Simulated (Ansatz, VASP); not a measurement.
**C (amorphous carbon at 2.39 g/cm^3): VASP beside Ansatz**

Wanted: the spread between two codes on one cell, functional and k mesh. Of the first pair: The cell is taken from a series of runs on this material, whose earlier steps may have relaxed, scaled, displaced or heated it; both programs get it as it stands.

Program: Ansatz 0.2.0. Level of theory: plane waves, with VASP 6.6.1 beside it; PBE. Results are calculated unless marked as measured.

**1. Set-up**

The cell holds 96 atoms: 96 C. Its edges and angles: a = 9.285 Å, b = 9.285 Å, c = 9.285 Å, α = 90.0°, β = 90.0°, γ = 90.0°. As first built, before any earlier steps moved the atoms or strained the cell (in the runner's words): 96 atoms (96 C) placed at random at 2.39 g/cm^3, melted at 6000 K for 10 ps at fixed volume with the LCBOP (Los and Fasolino, Phys. Rev. B 68, 024107 (2003)). Quenched from 6000 K to 300 K at 200 K/ps and fixed volume, held 5 ps, then minimised at fixed cell.

**2. VASP: single point, PBE, pair 1**

With cell and atoms fixed, the geometry can't cause a difference; cores, projectors, grids and the points listed under the comparison can.

Lines of VASP's logs that name or quote its potential files are left out, and so is its time.

INCAR

```
SYSTEM = C
PREC = Accurate
ENCUT = 520
EDIFF = 1E-06
NELM = 120
ISMEAR = -1
SIGMA = 0.025
LREAL = Auto
ALGO = Normal
GGA = PE
NBANDS = 264
LORBIT = 11
LWAVE = .FALSE.
LCHARG = .FALSE.
ISIF = 2
LASPH = .TRUE.
GGA_COMPAT = .FALSE.
NCORE = 2
```

POSCAR

```
C
1.0
    9.2849000000      0.0000000000      0.0000000000
    0.0000000000      9.2849000000      0.0000000000
    0.0000000000      0.0000000000      9.2849000000
C
96
Direct
    0.8710900000      0.3996700000      0.8588000000
    0.3603200000      0.1491800000      0.2931700000
    0.5264300000      0.1954000000      0.6052000000
    0.4478300000      0.5950600000      0.3955700000
    0.1726400000      0.9359100000      0.3537800000
    0.0036100000      0.3066200000      0.3235600000
    0.8216300000      0.5364800000      0.9072500000
    0.9202300000      0.8639500000      0.4253300000
    0.0594900000      0.6378000000      0.4656100000
    0.2286400000      0.7957000000      0.3245400000
    0.9026200000      0.1883000000      0.2999000000
    0.0220100000      0.9600100000      0.3607200000
    0.7259700000      0.8376500000      0.1438400000
    0.1612400000      0.2748000000      0.9948500000
    0.2990600000      0.0469400000      0.5450500000
    0.1084400000      0.6519400000      0.0656700000
    0.4233400000      0.4970300000      0.8944900000
    0.9002400000      0.2966000000      0.9726400000
    0.2177900000      0.3804000000      0.6874900000
    0.1407600000      0.2525100000      0.7218300000
    0.5730600000      0.8833300000      0.8771700000
    0.7758600000      0.7056400000      0.2061400000
    0.0909500000      0.9508400000      0.7489400000
    0.8655200000      0.4731300000      0.5906400000
    0.6821600000      0.5269600000      0.9704700000
    0.8934700000      0.2316400000      0.6572700000
    0.1310800000      0.5101300000      0.6925600000
    0.5740000000      0.1478000000      0.8452300000
    0.5170400000      0.5809300000      0.5290700000
    0.1464300000      0.1896900000      0.8625800000
[... 60 atom lines left out ...]
    0.1979400000      0.6578400000      0.3959300000
    0.4120600000      0.3535900000      0.9612000000
    0.6638400000      0.9802700000      0.4511700000
    0.5252700000      0.0114200000      0.1541000000
    0.0565900000      0.6409600000      0.9181800000
    0.3056000000      0.5498800000      0.3628200000
```

KPOINTS

```
Automatic mesh
0
Gamma
1 1 1
0 0 0
```

PAW data sets: C (PBE family, release 64).

Started as:

```console
> mpirun -np 8 vasp_gam
```

Numbers of over 12 decimals in the logs are rounded to 6 here.

Log:

```text
[banner, memory and clock lines left out]
running    8 mpi-ranks, on    1 nodes
[...]
LDA part: xc-table for (Slater+PW92), standard interpolation
 POSCAR, INCAR and KPOINTS ok, starting setup
[...]
entering main loop
       N       E                     dE             d eps       ncg     rms          rms(c)
DAV:   1     0.261397211216E+04    0.26140E+04   -0.22611E+05   528   0.146E+03
DAV:   2    -0.597276476924E+03   -0.32112E+04   -0.30230E+04   696   0.335E+02
DAV:   3    -0.832441767523E+03   -0.23517E+03   -0.22723E+03   616   0.898E+01
DAV:   4    -0.838690569061E+03   -0.62488E+01   -0.61962E+01   632   0.156E+01
[...]
DAV:  20    -0.790978618209E+03   -0.72980E-05   -0.11369E-05   608   0.754E-03    0.627E-03
DAV:  21    -0.790978619677E+03   -0.14678E-05   -0.31883E-06   456   0.388E-03    0.300E-03
DAV:  22    -0.790978619942E+03   -0.26561E-06   -0.61536E-07   336   0.178E-03
   1 F= -.79097862E+03 E0= -.79093246E+03  d E =-.923104E-01
```

OUTCAR, selected parts (step 2):

```text
  FREE ENERGIE OF THE ION-ELECTRON SYSTEM (eV)
  ---------------------------------------------------
  free  energy   TOTEN  =      -790.9786199423 eV

  energy  without entropy=     -790.8863095400  energy(sigma->0) =     -790.93246474
```

The run ends at a pressure of 3.72 GPa, with forces up to 5.1 eV/Å.

**3. Ansatz: single point, PBE, pair 1**

Ansatz runs on its default PAW (the set named soft_2) files.

The same cell, functional, mesh and smearing now go to Ansatz, which takes its cutoff from its data sets.

input.yaml

```yaml
crystal:
  lattice:
    - [9.2849, 0.0, 0.0]
    - [0.0, 9.2849, 0.0]
    - [0.0, 0.0, 9.2849]
  atoms:
    - { symbol: C, position: [0.87109, 0.39967, 0.8588] }
    - { symbol: C, position: [0.36032, 0.14918, 0.29317] }
    - { symbol: C, position: [0.52643, 0.1954, 0.6052] }
    - { symbol: C, position: [0.44783, 0.59506, 0.39557] }
    - { symbol: C, position: [0.17264, 0.93591, 0.35378] }
    - { symbol: C, position: [0.00361, 0.30662, 0.32356] }
    - { symbol: C, position: [0.82163, 0.53648, 0.90725] }
    - { symbol: C, position: [0.92023, 0.86395, 0.42533] }
    - { symbol: C, position: [0.05949, 0.6378, 0.46561] }
    - { symbol: C, position: [0.22864, 0.7957, 0.32454] }
    - { symbol: C, position: [0.90262, 0.1883, 0.2999] }
    - { symbol: C, position: [0.02201, 0.96001, 0.36072] }
    - { symbol: C, position: [0.72597, 0.83765, 0.14384] }
    - { symbol: C, position: [0.16124, 0.2748, 0.99485] }
    - { symbol: C, position: [0.29906, 0.04694, 0.54505] }
    - { symbol: C, position: [0.10844, 0.65194, 0.06567] }
    - { symbol: C, position: [0.42334, 0.49703, 0.89449] }
    - { symbol: C, position: [0.90024, 0.2966, 0.97264] }
    - { symbol: C, position: [0.21779, 0.3804, 0.68749] }
    - { symbol: C, position: [0.14076, 0.25251, 0.72183] }
    - { symbol: C, position: [0.57306, 0.88333, 0.87717] }
    - { symbol: C, position: [0.77586, 0.70564, 0.20614] }
    - { symbol: C, position: [0.09095, 0.95084, 0.74894] }
    - { symbol: C, position: [0.86552, 0.47313, 0.59064] }
    - { symbol: C, position: [0.68216, 0.52696, 0.97047] }
    - { symbol: C, position: [0.89347, 0.23164, 0.65727] }
    - { symbol: C, position: [0.13108, 0.51013, 0.69256] }
    - { symbol: C, position: [0.574, 0.1478, 0.84523] }
    - { symbol: C, position: [0.51704, 0.58093, 0.52907] }
    - { symbol: C, position: [0.14643, 0.18969, 0.86258] }
[... 60 atom lines left out ...]
    - { symbol: C, position: [0.19794, 0.65784, 0.39593] }
    - { symbol: C, position: [0.41206, 0.35359, 0.9612] }
    - { symbol: C, position: [0.66384, 0.98027, 0.45117] }
    - { symbol: C, position: [0.52527, 0.01142, 0.1541] }
    - { symbol: C, position: [0.05659, 0.64096, 0.91818] }
    - { symbol: C, position: [0.3056, 0.54988, 0.36282] }
kpoints:
  mp_grid: { grid: [1, 1, 1] }
hamiltonian:
  xc: pbe
scf:
  occupations: { method: fermi_dirac, width: 0.025 }
output:
  forces: true
```

Started as:

```console
> ansatz run input.yaml --threads 4 --pin off --max-ram 8192MiB --backend cpu --events-out ev --progress --plain --runs-dir out
```

Log:

```text
Engine: ansatz 0.2.0, aarch64-unknown-linux-gnu
Pseudopotentials: kind: paw
Pseudopotential: C, paw, valence charge 4, recommended cutoff 420 eV (normal), C.paw.azcp
Functional definition: PBE
  parameter kappa = 0.804
  parameter beta = 0.066725
  exchange = pbe_x(kappa = kappa, mu = beta*pi^2/3)
  correlation = pbe_c(beta = beta)
Crystal: 96 atoms, lattice volume = 800.445 Å³
Basis set: ecut = 420 eV, 15515 PW (Γ), exchange–correlation on 128×128×128 points (8 copies of the dense FFT grid, shifted against one another)
Bands: 288, of which v1, the nominal top of the filled ones, is band 192 counted from 1 (191 counted from 0)
Symmetry: 1 space group operations
Space group: P1 (ITA 1), of the structure as read, at distance tolerance 9.3e-5 Å
k-points: 1
Non-local potential: C, projectors of the file, l = 0: 2, l = 1: 2, l = 2: 1
PAW form: soft (Blöchl's): semilocal exchange-correlation on the pseudo side does not see the compensation charge
PAW one-centre angular grid: C, 110 points (default); XC on 64 Gauss nodes
Initial density: superposition of atomic densities (neutral atoms: chi_scale 0, normalization atom), corrected by the library's trained network
Initial wavefunctions: pseudopotential atomic-orbital guess
Functional: x = pbe(κ = 0.804, μ = 0.219515), c = pbe(β = 0.066725)
SCF iter   1: F=—  HF=-23995.991725 eV  |F-HF|=—  |Δ(HF+E_count)|=         —  Δρ=1.63e-2  dr2=3.17e0  ethr=1.77e-3  ⟨swp⟩=6.0  Hψ=1274  notcnv=0  defer=49
preconditioner: auto → LDOS  [metal: Δε(μ)=0.011 eV  Ē_g=14.290 eV  σ=0.025 eV  W_gap=0.11  n_scr=178 (ndim 8)  ℏωp=25.7 eV  f_vac=0.023  D(μ)=43.03/eV (n_scr^D=436)  β→1.0]
SCF iter   2: F=—  HF=-23995.695601 eV  |F-HF|=—  |Δ(HF+E_count)|=   2.96e-1  Δρ=7.21e-3  dr2=5.40e-1  ethr=8.26e-4  ⟨swp⟩=2.0  Hψ=415  notcnv=0  defer=79
SCF iter   3: F=—  HF=-23995.638723 eV  |F-HF|=—  |Δ(HF+E_count)|=   5.69e-2  Δρ=3.74e-3  dr2=1.93e-1  ethr=1.41e-4  ⟨swp⟩=2.0  Hψ=402  notcnv=0  defer=79
SCF iter   4: F=—  HF=-23995.624220 eV  |F-HF|=—  |Δ(HF+E_count)|=   1.45e-2  Δρ=1.96e-3  dr2=5.56e-2  ethr=5.02e-5  ⟨swp⟩=2.0  Hψ=271  notcnv=0  defer=79
SCF iter   5: F=—  HF=-23995.619448 eV  |F-HF|=—  |Δ(HF+E_count)|=   4.77e-3  Δρ=8.35e-4  dr2=8.63e-3  ethr=1.45e-5  ⟨swp⟩=2.0  Hψ=337  notcnv=0  defer=79
SCF iter   6: F=—  HF=-23995.618748 eV  |F-HF|=—  |Δ(HF+E_count)|=   7.00e-4  Δρ=3.73e-4  dr2=1.75e-3  ethr=2.25e-6  ⟨swp⟩=2.0  Hψ=236  notcnv=0  defer=79
SCF iter   7: F=—  HF=-23995.618634 eV  |F-HF|=—  |Δ(HF+E_count)|=   1.14e-4  Δρ=1.87e-4  dr2=4.26e-4  ethr=4.56e-7  ⟨swp⟩=2.0  Hψ=283  notcnv=0  defer=79
SCF iter   8: F=—  HF=-23995.618525 eV  |F-HF|=—  |Δ(HF+E_count)|=   1.09e-4  Δρ=8.99e-5  dr2=1.00e-4  ethr=1.11e-7  ⟨swp⟩=2.0  Hψ=337  notcnv=0  defer=79
SCF iter   9: F=—  HF=-23995.618517 eV  |F-HF|=—  |Δ(HF+E_count)|=   8.02e-6  Δρ=4.44e-5  dr2=2.49e-5  ethr=2.61e-8  ⟨swp⟩=2.0  Hψ=236  notcnv=0  defer=79
SCF iter  10: F=—  HF=-23995.620206 eV  |F-HF|=—  |Δ(HF+E_count)|=   1.69e-3  Δρ=2.16e-5  dr2=6.08e-6  ethr=6.47e-9  ⟨swp⟩=1.0  Hψ=288  notcnv=0  defer=79
SCF iter  11: F=—  HF=-23995.620206 eV  |F-HF|=—  |Δ(HF+E_count)|=   3.52e-7  Δρ=1.02e-5  dr2=1.23e-6  ethr=1.58e-9  ⟨swp⟩=2.0  Hψ=283  notcnv=0  defer=79
SCF iter  12: F=—  HF=-23995.620206 eV  |F-HF|=—  |Δ(HF+E_count)|=   1.02e-7  Δρ=4.48e-6  dr2=2.28e-7  ethr=3.20e-10  ⟨swp⟩=2.0  Hψ=337  notcnv=0  defer=79
SCF iter  13: F=-23995.620206 eV  HF=-23995.620206 eV  |F-HF|=3.39e-8  |Δ(HF+E_count)|=   1.98e-8  Δρ=1.93e-6  dr2=4.48e-8  ethr=2.60e-11  ⟨swp⟩=3.0  Hψ=678  notcnv=0
SCF 1 converged in 13 iterations: F = -23995.620206 eV  dr2 = 4.48e-8
  greatest PAW one-centre occupation: 0.696 electrons in one spin orbital (limit 2), on the C atom at site 31 (counted from 0), in its partial waves of l = 0
SCF converged after 13 iterations
Free energy (F): -23995.620206 eV
Harris-Foulkes:  -23995.620206 eV  (|F-HF|=3.39e-8)
Internal energy: -23995.528009 eV  (E = F + TS)
E sigma→0 (E₀):  -23995.574107 eV
Entropy (-TS):   -0.092197 eV (-0.960 meV/atom)
Fermi energy:    7.620030 eV
--- Per-component energies (eV) ---
  E_band       = -441.202119
  E_kinetic    = 8654.930495
  E_local      = -13148.131843  (includes V_loc(G=0)·N_el)
  E_nonlocal   = 2616.291198
  E_hartree    = 3869.867046
  E_xc         = -4580.210693
  E_vxc        = -5671.102351  (∫ρ·V_xc dr)
  E_paw        = -9521.062964  (= ΣΔE_a)
  E_vpaw       = -632.925828  (= ΣTr[D̂ρ^β])
  E_aug_tail   = 0.000708  (compensation charges beyond the density's cutoff)
  E_ewald      = -11887.211956
  E_smearing   = -0.092197  (= −TS)
  E_closure    = -0.000000  (closes the sum)
  Σ components = -23995.620206   (vs F -23995.620206, Δ=0.00e0)
--- Forces (eV/Å), atoms counted from 1 ---
  atom   1  C     -0.18885122    -1.06137723    -1.47508702
  atom   2  C     -1.01291640    -0.07708932     0.18204523
  atom   3  C     -1.79166532     0.14651924    -1.26489598
  atom   4  C     -0.53959640    -0.33830895    -1.90553706
  atom   5  C     -1.42957374    -0.93634901    -1.04875165
  atom   6  C      0.26826883     0.74827254     0.20329098
  atom   7  C      2.00718326     2.86871450     0.61376658
  atom   8  C      0.15494788     0.46111627    -0.30934137
  atom   9  C      1.24438325    -0.97654677     1.51346154
  atom  10  C     -0.29077299    -1.64979098     1.94728252
  atom  11  C     -3.55888191     0.97899872     0.66528106
  atom  12  C      0.91380481    -1.44839739     1.61995480
  atom  13  C      0.23120845    -0.38027191     0.94125281
  atom  14  C     -1.24461793     1.41692015     1.94413846
  atom  15  C     -1.97674845    -1.13929432    -2.02664304
  atom  16  C     -0.74837192     0.35214071    -1.37004926
  atom  17  C     -1.28760277    -0.42455409    -0.41792458
  atom  18  C     -0.19548918    -0.63477657     0.03348617
  atom  19  C      0.74972382     0.66884714     0.47129742
  atom  20  C     -0.52423533    -1.28012715     0.75392361
  atom  21  C      2.77904256    -2.04612842    -1.45090763
  atom  22  C     -2.27743173     1.40603974    -1.51190864
  atom  23  C     -0.11241102    -0.14726600     0.04011869
  atom  24  C      0.16770961     0.50461022    -0.05363934
[...]
atom  89  C      0.12141938    -1.51607678    -0.96006788
  atom  90  C      1.68753953     1.98454514    -0.76530967
  atom  91  C     -1.66024332     0.75766864     0.44560147
  atom  92  C     -0.51995683     2.28612098    -1.05372186
  atom  93  C     -0.19361090     1.69116370    -1.20146054
  atom  94  C     -1.20392837     2.13917492     2.11930508
  atom  95  C      1.96349299     0.13521541    -0.19708070
  atom  96  C     -0.72951934     0.38499890     0.15598499
  max |Σ_I F_I| component: 7.34e-5 eV/Å
```

In the SCF lines HF is the Harris–Foulkes energy and dr2 the Hartree energy of the density residual, in eV; the loop may stop once dr2 is under the threshold and the program's other checks hold. Hψ counts applications of the Hamiltonian.

**4. Comparison**

Known differences besides the potentials themselves: the cutoff is 420 eV in Ansatz and 520 eV in VASP (PREC = Accurate, projectors in real space). Total energies have different zeros and are not compared.

Forces on 10 of the 96 atoms, those with the largest forces and the largest differences (eV/Å; atoms numbered as in POSCAR):

```csv
atom,"Ansatz x, y, z","VASP x, y, z"
C7,"2.007, 2.869, 0.614","2.007, 2.871, 0.618"
C11,"-3.559, 0.979, 0.665","-3.552, 0.977, 0.660"
C15,"-1.977, -1.139, -2.027","-2.002, -1.133, -2.005"
C21,"2.779, -2.046, -1.451","2.762, -2.053, -1.441"
C24,"0.168, 0.505, -0.054","0.164, 0.534, -0.076"
C26,"-2.802, -3.051, 0.074","-2.802, -3.055, 0.067"
C31,"0.968, -2.258, -2.640","0.969, -2.242, -2.671"
C33,"-0.119, -3.001, -2.180","-0.131, -3.004, -2.162"
C68,"3.598, -0.664, -3.595","3.606, -0.665, -3.589"
C94,"-1.204, 2.139, 2.119","-1.214, 2.144, 2.083"
```

The forces differ by 11 meV/Å r.m.s., which is 0.8 % of the r.m.s. force of 1.313 eV/Å (both taken over all components).

**5. Ansatz: single point, PBE, pair 2**

A single point takes one fixed geometry, so differences don't come from the geometry; what else differs is listed under the comparison.

The cell is taken from a series of runs on this material, whose earlier steps may have relaxed, scaled, displaced or heated it; both programs get it as it stands.

input.yaml

```yaml
crystal:
  lattice:
    - [9.2849, 0.0, 0.0]
    - [0.0, 9.2849, 0.0]
    - [0.0, 0.0, 9.2849]
  atoms:
    - { symbol: C, position: [0.86549, 0.4185, 0.88689] }
    - { symbol: C, position: [0.36442, 0.11784, 0.26481] }
    - { symbol: C, position: [0.51613, 0.20064, 0.60357] }
    - { symbol: C, position: [0.45209, 0.58699, 0.38348] }
    - { symbol: C, position: [0.16675, 0.91389, 0.34475] }
    - { symbol: C, position: [0.00909, 0.31053, 0.32113] }
    - { symbol: C, position: [0.81302, 0.56419, 0.92813] }
    - { symbol: C, position: [0.91385, 0.84759, 0.43122] }
    - { symbol: C, position: [0.04849, 0.6191, 0.46777] }
    - { symbol: C, position: [0.21514, 0.77222, 0.32358] }
    - { symbol: C, position: [0.9025, 0.19315, 0.31833] }
    - { symbol: C, position: [0.0254, 0.94096, 0.38627] }
    - { symbol: C, position: [0.71158, 0.85874, 0.16657] }
    - { symbol: C, position: [0.16719, 0.2624, 0.9932] }
    - { symbol: C, position: [0.29509, 0.03309, 0.52409] }
    - { symbol: C, position: [0.10385, 0.63491, 0.0444] }
    - { symbol: C, position: [0.41332, 0.49256, 0.86733] }
    - { symbol: C, position: [0.90025, 0.30422, 0.99478] }
    - { symbol: C, position: [0.18151, 0.35707, 0.67119] }
    - { symbol: C, position: [0.15607, 0.21884, 0.7341] }
    - { symbol: C, position: [0.59443, 0.89665, 0.87703] }
    - { symbol: C, position: [0.77389, 0.72387, 0.20193] }
    - { symbol: C, position: [0.10183, 0.93031, 0.76004] }
    - { symbol: C, position: [0.85116, 0.47621, 0.6067] }
    - { symbol: C, position: [0.66035, 0.54241, 0.97212] }
    - { symbol: C, position: [0.90471, 0.24644, 0.67388] }
    - { symbol: C, position: [0.10821, 0.49867, 0.69283] }
    - { symbol: C, position: [0.59509, 0.16122, 0.83659] }
    - { symbol: C, position: [0.51513, 0.58771, 0.52651] }
    - { symbol: C, position: [0.14578, 0.16324, 0.86905] }
[... 60 atom lines left out ...]
    - { symbol: C, position: [0.18201, 0.64268, 0.39142] }
    - { symbol: C, position: [0.41084, 0.35758, 0.93896] }
    - { symbol: C, position: [0.66695, 0.99143, 0.45121] }
    - { symbol: C, position: [0.48233, 0.02403, 0.18554] }
    - { symbol: C, position: [0.05207, 0.64719, 0.90261] }
    - { symbol: C, position: [0.30691, 0.5606, 0.31665] }
kpoints:
  mp_grid: { grid: [1, 1, 1] }
hamiltonian:
  xc: pbe
scf:
  occupations: { method: fermi_dirac, width: 0.025 }
output:
  forces: true
  stress: true
  populations: true
  dos:
    method: { smearing: { sigma: 0.08 } }
    de: 0.05
    projected: { site_lists: { C: [C] } }
  eigenvalues: true
  write_density: true
  write_potential: true
  volumetric_format: npy
```

Log:

```text
[...]
Crystal: 96 atoms, lattice volume = 800.445 Å³
Basis set: ecut = 420 eV, 15515 PW (Γ), exchange–correlation on 128×128×128 points (8 copies of the dense FFT grid, shifted against one another)
Bands: 288, of which v1, the nominal top of the filled ones, is band 192 counted from 1 (191 counted from 0)
Symmetry: 1 space group operations
[...]
k-points: 1
[...]
--- Löwdin populations: 96 sites ---
  site symbol       q [e]
     0      C      3.9567
     1      C      3.9434
     2      C      3.9565
     3      C      3.9369
     4      C      4.0050
     5      C      3.9945
     6      C      4.0121
     7      C      3.9549
[...]
92      C      3.9951
    93      C      3.9838
    94      C      3.9294
    95      C      3.9410
  spilling = 0.008211 (of n_electrons = 384.000000)
[key lines of the parts left out:]
SCF converged after 13 iterations
Free energy (F): -24004.666964 eV
Fermi energy:    7.672856 eV
P = ⅓ Tr σ = 1.6266 GPa (16.266 kbar)
```

(Continued in part 2 of 2.)

[Lines on the potential files, build, host, timing and source positions are cut from VASP's logs without a mark.]

[Logs are printed without paths, hosts, clocks, repeated set-up lines and the standing remarks that a program may print on its own settings, such as how far it seeks lower states.]

[Hosts, paths, dates, database ids (printed as entryN), source tags and the programs' standing remarks are cut or masked in the printed files.]
